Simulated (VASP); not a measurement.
Level of theory: PBE GGA, VASP's PBE PAW potentials (set 64) (plane waves; VASP).

Input for VASP

### KPOINTS
```
Automatic mesh
0
Gamma
7 7 7
0 0 0
```

### INCAR
```
SYSTEM = NaF
PREC = Accurate
ENCUT = 520
EDIFF = 1E-6
NELM = 100
ALGO = Normal
LREAL = .FALSE.
LASPH = .TRUE.
ISMEAR = 0
SIGMA = 0.05
GGA = PE
LWAVE = .FALSE.
LCHARG = .FALSE.
ISIF = 2
```

POSCAR:
```
NaF
1.0
  0.0000000000   2.3613000000   2.3613000000
  2.3613000000   0.0000000000   2.3613000000
  2.3613000000   2.3613000000   0.0000000000
Na F
1 1
Cart
  0.0000000000   0.0000000000   0.0000000000
  2.3613000000   2.3613000000   2.3613000000
```

POTCAR, in this order: Na_pv F (PBE.64 set). Program: vasp_std.

Output of the run:

File OSZICAR:
```
       N       E                     dE             d eps       ncg     rms          rms(c)
DAV:   1     0.116136323361E+03    0.11614E+03   -0.81061E+03   455   0.151E+03
DAV:   2    -0.361940000725E+01   -0.11976E+03   -0.10948E+03   471   0.371E+02
DAV:   3    -0.942069155451E+01   -0.58013E+01   -0.57885E+01   494   0.861E+01
DAV:   4    -0.947575665487E+01   -0.55065E-01   -0.55053E-01   491   0.932E+00
DAV:   5    -0.947640785018E+01   -0.65120E-03   -0.65119E-03   494   0.101E+00    0.542E+00
DAV:   6    -0.857865575719E+01    0.89775E+00   -0.39550E+00   514   0.184E+01    0.189E+00
DAV:   7    -0.856681280987E+01    0.11843E-01   -0.31410E-02   443   0.262E+00    0.105E+00
DAV:   8    -0.856812456412E+01   -0.13118E-02   -0.30583E-02   440   0.464E+00    0.126E-01
DAV:   9    -0.856908806324E+01   -0.96350E-03   -0.44502E-03   479   0.701E-01    0.982E-02
DAV:  10    -0.856898189420E+01    0.10617E-03   -0.62197E-04   446   0.322E-01    0.917E-03
DAV:  11    -0.856898031469E+01    0.15795E-05   -0.17964E-05   512   0.103E-01    0.358E-03
DAV:  12    -0.856898049081E+01   -0.17612E-06   -0.14977E-06   446   0.287E-02
   1 F= -.85689805E+01 E0= -.85689805E+01  d E =-.228340E-17
```

File OUTCAR:
```
------------------------ aborting loop because EDIFF is reached ----------------------------------------
  FORCE on cell =-STRESS in cart. coord.  units (eV):
  Direction    XX          YY          ZZ          XY          YZ          ZX
  --------------------------------------------------------------------------------------
  Total       -0.1234942     -0.1234942     -0.1234942      0.0000000     -0.0000000      0.0000000
  in kB       -7.5140417     -7.5140417     -7.5140417      0.0000000     -0.0000000      0.0000000
  external PRESSURE =      -7.5140417 kB  Pullay stress =       0.0000000 kB
  volume of cell :       26.33
      direct lattice vectors                 reciprocal lattice vectors
     0.000000000  2.361300000  2.361300000    -0.211747766  0.211747766  0.211747766
     2.361300000  0.000000000  2.361300000     0.211747766 -0.211747766  0.211747766
     2.361300000  2.361300000  0.000000000     0.211747766  0.211747766 -0.211747766
  FREE ENERGIE OF THE ION-ELECTRON SYSTEM (eV)
  ---------------------------------------------------
  free  energy   TOTEN  =        -8.5689804908 eV

  energy  without entropy=       -8.5689804908  energy(sigma->0) =       -8.56898049
```
(Selected blocks of OUTCAR.)

The compound is NaF in the rock salt structure. The cell was not relaxed at this level.
